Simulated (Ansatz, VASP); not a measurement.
# In2O3: VASP beside Ansatz, part 2 of 2

Aim: how closely do two programs agree when they are given the same cell, functional and k mesh? The cell is taken from a series of runs on this material, whose earlier steps may have relaxed, scaled, displaced or heated it; both programs get it as it stands.

VASP 6.6.1 and Ansatz 0.2.0.

So far: The structure; VASP: G0W0 gap, LDA.

**3. Ansatz: G0W0 gap, LDA**

Level of this step: Ansatz beside VASP: Kohn-Sham DFT, plane waves, LDA (Ansatz).

Ansatz runs on its default PAW (the set named soft_2) files.

The same cell, functional (in two slightly different forms) and mesh now go to Ansatz, which takes its cutoff from its data sets.

Contents of input.yaml:

```yaml
crystal:
  lattice:
    - [2.7308911344, 1.5766807316, 4.7907172002]
    - [-2.7308911344, 1.5766807316, 4.7907172002]
    - [0.0, -3.1533614632, 4.7907172002]
  atoms:
    - { symbol: In, position: [0.3576777492, 0.3576777492, 0.3576777492] }
    - { symbol: In, position: [0.1423222508, 0.1423222508, 0.1423222508] }
    - { symbol: In, position: [0.6423222508, 0.6423222508, 0.6423222508] }
    - { symbol: In, position: [0.8576777492, 0.8576777492, 0.8576777492] }
    - { symbol: O, position: [0.5455329468, 0.9544670532, 0.25] }
    - { symbol: O, position: [0.25, 0.5455329468, 0.9544670532] }
    - { symbol: O, position: [0.9544670532, 0.25, 0.5455329468] }
    - { symbol: O, position: [0.4544670532, 0.0455329468, 0.75] }
    - { symbol: O, position: [0.75, 0.4544670532, 0.0455329468] }
    - { symbol: O, position: [0.0455329468, 0.75, 0.4544670532] }
kpoints:
  mp_grid: { grid: [4, 4, 4] }
hamiltonian:
  xc: lda
scf:
  occupations: { method: fixed }
gw:
  n_empty_bands: 315
  ecut_chi: 108
  qp_bands: [v3, c3]
  qp_kpoints: band_edges
  screening: { model: contour_deformation }
```

Run with:

```console
$ ansatz run input.yaml --threads 3 --pin off --max-ram 92160MiB --backend cuda --events-out ev --progress --plain --runs-dir out --devices 1 --max-vram 13GiB
```

Numbers of over 12 decimals in the logs are rounded to 6 here.

Output:

```text
GPUs: using 1 of 1 available (devices: 1).
Engine: ansatz 0.2.0, x86_64-unknown-linux-gnu
Pseudopotentials: kind: paw
Pseudopotential: In, paw, valence charge 13, recommended cutoff 420 eV (normal), In.paw.azcp
Pseudopotential: O, paw, valence charge 6, recommended cutoff 420 eV (normal), O.paw.azcp
Functional definition: SPW92
  exchange = slater_x
  correlation = pw_c
device memory: the entry about to start is reckoned to put 2.8 GiB on a device that reports 41.7 GiB free (of which the cap on the GPU budget leaves the run 13.0 GiB)
GPU FFT provider: cuFFT
GPU libraries: cuBLAS 13.8.2, cuFFT 12.4.0, cuSOLVER 12.3.4
Crystal: 10 atoms, lattice volume = 123.766 Å³
Basis set: ecut = 420 eV, 2417 PW (Γ)
Bands: 54, of which v1, the nominal top of the filled ones, is band 44 counted from 1 (43 counted from 0)
Symmetry: 12 space group operations
Space group: R-3c (ITA 167), of the structure as read, at distance tolerance 5.0e-5 Å
k-points: 13 of 64
Non-local potential: In, projectors of the file, l = 0: 2, l = 1: 2, l = 2: 2, l = 3: 2
Non-local potential: O, projectors of the file, l = 0: 2, l = 1: 2, l = 2: 1
PAW form: soft (Blöchl's): semilocal exchange-correlation on the pseudo side does not see the compensation charge
PAW frozen core: In, regenerated for the run's functional, and the local potential with it (the file was generated under x = pbe(κ = 0.804, μ = 0.219515), c = pbe(β = 0.066725))
PAW frozen core: O, regenerated for the run's functional, and the local potential with it (the file was generated under x = pbe(κ = 0.804, μ = 0.219515), c = pbe(β = 0.066725))
PAW one-centre angular grid: In, 590 points (default); XC on 64 Gauss nodes
PAW one-centre angular grid: O, 110 points (default); XC on 64 Gauss nodes
Initial density: superposition of atomic densities (neutral atoms: chi_scale 0, normalization atom), corrected by the library's trained network
Initial wavefunctions: pseudopotential atomic-orbital guess
GPU buffer pool allocated for 64000 grid points (all kernels)
GPU transforms: local potential and band sums: pruned to the plane-wave sphere, on 40×40×40
Functional: x = slater, c = lda
SCF iter   1: F=—  HF=-25161.486339 eV  |F-HF|=—  |Δ(HF+E_count)|=         —  Δρ=1.98e-2  dr2=4.07e-1  ethr=1.77e-3  ⟨swp⟩=4.9  Hψ=2508  notcnv=0  defer=100
preconditioner: auto → Resta (q_TF=auto, 2.578 Å⁻¹)  ε∞=4.7  [insulator: Δε(μ)=1.115 eV  Ē_g=16.174 eV  n_scr=32 (ndim 8)  ℏωp=31.3 eV  f_vac=0.017  ε∞_Penn≈4.7]
SCF iter   2: F=—  HF=-25161.372730 eV  |F-HF|=—  |Δ(HF+E_count)|=   1.14e-1  Δρ=5.33e-3  dr2=1.54e-2  ethr=4.62e-4  ⟨swp⟩=2.2  Hψ=1101  notcnv=0  defer=101
SCF iter   3: F=—  HF=-25161.367453 eV  |F-HF|=—  |Δ(HF+E_count)|=   5.28e-3  Δρ=2.14e-3  dr2=3.51e-3  ethr=1.75e-5  ⟨swp⟩=2.1  Hψ=1154  notcnv=0  defer=103
SCF iter   4: F=—  HF=-25161.366277 eV  |F-HF|=—  |Δ(HF+E_count)|=   1.18e-3  Δρ=4.57e-4  dr2=1.71e-4  ethr=3.99e-6  ⟨swp⟩=3.0  Hψ=1172  notcnv=0  defer=104
SCF iter   5: F=—  HF=-25161.366256 eV  |F-HF|=—  |Δ(HF+E_count)|=   2.10e-5  Δρ=7.49e-5  dr2=6.35e-6  ethr=1.94e-7  ⟨swp⟩=1.0  Hψ=635  notcnv=0  defer=67
SCF iter   6: F=—  HF=-25161.366257 eV  |F-HF|=—  |Δ(HF+E_count)|=   1.22e-6  Δρ=1.30e-5  dr2=2.73e-7  ethr=7.22e-9  ⟨swp⟩=2.6  Hψ=1101  notcnv=0  defer=67
SCF iter   7: F=-25161.366257 eV  HF=-25161.366257 eV  |F-HF|=2.15e-10  |Δ(HF+E_count)|=   1.39e-8  Δρ=2.20e-6  dr2=6.29e-9  ethr=1.14e-10  ⟨swp⟩=9.1  Hψ=2438  notcnv=0
SCF 1 converged in 7 iterations: F = -25161.366257 eV  dr2 = 6.29e-9
  greatest PAW one-centre occupation: 0.991 electrons in one spin orbital (limit 2), on the In atom at site 2 (counted from 0), in its partial waves of l = 2
device memory: the entry about to start is reckoned to put 3.6 GiB on a device that reports 38.9 GiB free (of which the cap on the GPU budget leaves the run 13.0 GiB)
NSCF: frozen V_eff on 13 k-points
the band table was solved once the SCF had ended and its energy, with any forces and stress, was formed, with the checks that follow a solve (2611 applications of the Hamiltonian). They found nothing against the state; the energy, forces and stress were not computed again (output.eigenvalues in the input reference)
device memory: the entry about to start is reckoned to put 4.5 GiB on a device that reports 39.6 GiB free (of which the cap on the GPU budget leaves the run 13.0 GiB)
NSCF: frozen V_eff on 13 k-points
G₀W₀ screening: q 1/13
[... further progress lines ...]
device memory: the entry about to start is reckoned to put 0.8 GiB on a device that reports 38.4 GiB free (of which the cap on the GPU budget leaves the run 13.0 GiB)
NSCF: frozen V_eff on 1 k-points
device memory: the entry about to start is reckoned to put 0.8 GiB on a device that reports 38.5 GiB free (of which the cap on the GPU budget leaves the run 13.0 GiB)
NSCF: frozen V_eff on 1 k-points
[...]
k-point 1: bands = [... 40 lower, 8.4759, 8.4887, 8.7116, 8.8826, 11.7621, 14.8669, 14.8706, 15.4876, ... 6 higher]
  k-point 2: bands = [... 40 lower, 8.1426, 8.1426, 8.8270, 8.8270, 13.8647, 13.8647, 14.7382, 14.7382, ... 6 higher]
  k-point 12: bands = [... 40 lower, 8.6931, 8.6931, 8.6931, 8.6931, 13.3004, 13.3004, 16.0685, 16.0685, ... 6 higher]
--- G₀W₀: contour deformation, 7 samples at zero and on the imaginary axis and 3 off it, 64 q-points, 315 empty bands' worth ---
  eigenvalues of the whole cell's RPA ε∞ on this k-mesh (on a slab, of 1 + 4πα/V) = 4.9840, 5.2111, 5.2111; static W/v taken at q = 0 is 0.194654
  bands read: the sum over 359 bands ends inside a degenerate multiplet in 4 slots, whose members it reads at an even weight; the widest, k=12: bands 359 to 362 (counted from 1) at 1/4 each
  gw.qp_kpoints: band_edges: 13 of 13 stored k-points solved, in 1 pass; an edge of the gap read off the rows below is read off those points alone
  `?` marks the rows in doubt; gw_qp.tsv's column doubts and the gw_qp event give each row's grounds
    ik  band        ε_KS         Σx   Σc(E_QP)       V_xc       Z   E_QP_lin       E_QP  E_QP is
     0    42      8.6110   -26.6643     4.6534   -21.6373  0.7421     8.2346     8.2375  root
     0    43      8.8618   -27.6946     4.4652   -22.8719  0.7492     8.5020     8.5044  root
     0    44      8.8618   -27.6946     4.4652   -22.8719  0.7492     8.5020     8.5044  root
     0    45     10.1811   -12.6803    -3.3014   -16.8274  0.8181    11.0367    11.0267  root
     0    46     14.2989    -9.3851    -4.4113   -14.9145  0.8103    15.4458    15.4170  root
     0    47     15.1242   -13.2016    -4.5774   -19.2904  0.7904    16.6851    16.6356  root
     1    42      8.4887   -26.9941     4.4546   -22.1615  0.7470     8.1079     8.1107  root
     1    43      8.7116   -26.7823     4.7376   -21.6615  0.7409     8.3254     8.3284  root
     1    44      8.8826   -26.9686     4.7189   -21.8794  0.7420     8.5095     8.5122  root
     1    45     11.7621   -14.4967    -2.9666   -18.4369  0.7984    12.7519    12.7357  root
     1    46     14.8669   -12.6935    -4.4958   -18.6152  0.7957    16.3355    16.2927  root
     1    47     14.8706   -11.4058    -4.4724   -17.1509  0.7932    16.1996    16.1432  root
     2    42      8.1426   -26.4573     4.5314   -21.5416  0.7422     7.7551     7.7584  root
     2    43      8.8270   -26.9928     4.7030   -21.9126  0.7424     8.4469     8.4498  root
     2    44      8.8270   -26.9928     4.7030   -21.9126  0.7424     8.4469     8.4498  root
     2    45     13.8647   -13.8404    -3.8592   -18.9205  0.7852    15.1302    15.0856  root
     2    46     13.8647   -13.8404    -3.8592   -18.9205  0.7852    15.1302    15.0856  root
     2    47     14.7382   -11.7654    -4.4975   -17.5569  0.7995    16.0938    16.0321  root
     3    42      8.5938   -27.0913     4.5776   -22.1279  0.7452     8.2051     8.2081  root
     3    43      8.6279   -26.5551     4.7744   -21.3805  0.7397     8.2243     8.2277  root
     3    44      8.8383   -27.4535     4.5188   -22.5852  0.7472     8.4864     8.4888  root
     3    45     12.0774   -14.6238    -3.0211   -18.6507  0.7956    13.1016    13.0832  root
     3    46     14.8859   -11.3778    -4.4481   -17.0891  0.7923    16.2031    16.1491  root
     3    47     14.9455   -12.8198    -4.5217   -18.7765  0.7935    16.4237    16.3804  root
[...]
5    47     14.7949   -12.7535    -4.4250   -18.4871  0.7878    16.1699    16.1034  root ?
[...]
6    47     15.3371   -11.6850    -4.5862   -17.5753  0.7859    16.7115    16.6411  root ?
[...]
11    46     14.4917   -13.5556    -4.2099   -19.0653  0.7843    15.8524    15.7915  root
    11    47     14.8117   -12.7496    -4.3215   -18.3535  0.7837    16.1517    16.0940  root
    12    42      8.6931   -27.0125     4.6046   -22.0342  0.7437     8.3166     8.3194  root
    12    43      8.6931   -27.0125     4.6046   -22.0342  0.7437     8.3166     8.3194  root
    12    44      8.6931   -27.0125     4.6046   -22.0342  0.7437     8.3166     8.3194  root
    12    45     13.3004   -13.2958    -3.6562   -18.0709  0.7929    14.4502    14.4192  root
    12    46     13.3004   -13.2958    -3.6562   -18.0709  0.7929    14.4502    14.4192  root
    12    47     16.0685   -13.4632    -4.9682   -20.0031  0.7718    17.7054    17.6403  root
```

Reading the cycles: dr2 is the Hartree energy of the density residual (eV), the measure of convergence; HF is the Harris–Foulkes estimate of the energy, which meets the free energy F at convergence.

**4. Differences**

Known differences besides the potentials themselves: the two LDA forms differ slightly; fixed occupations in Ansatz, narrow Gaussian smearing in VASP; the cutoff is 420 eV in Ansatz and 440 eV in VASP; VASP's log shows a relativistic correction to its local exchange, Ansatz's none; Ansatz integrates over frequency by contour deformation, VASP on a grid of NOMEGA points; Ansatz's G0W0 levels solve the quasiparticle equation, VASP's are linearised. Total energies have different zeros and are not compared.

The two programs side by side:

| quantity | Ansatz | VASP | difference |
| --- | --- | --- | --- |
| G0W0 gap on the mesh (eV) | 2.51 | 2.47 | +0.04 |
| Kohn-Sham gap under it (eV) | 1.30 | 1.32 | -0.02 |

**5. Results**

- difference in G0W0 gap on the mesh (G0W0 gap, LDA): 0.044 eV

In words: The difference in G0W0 gap on the mesh is 0.044 eV (G0W0 gap, LDA). How closely two codes agree says nothing of how well the functional describes the real material.

[Lines on the potential files, build, host, timing and source positions are cut from VASP's logs without a mark.]

[Logs are printed without paths, hosts, clocks, repeated set-up lines and the standing remarks that a program may print on its own settings, such as how far it seeks lower states.]

[Hosts, paths, dates, database ids (printed as entryN), source tags and the programs' standing remarks are cut or masked in the printed files.]
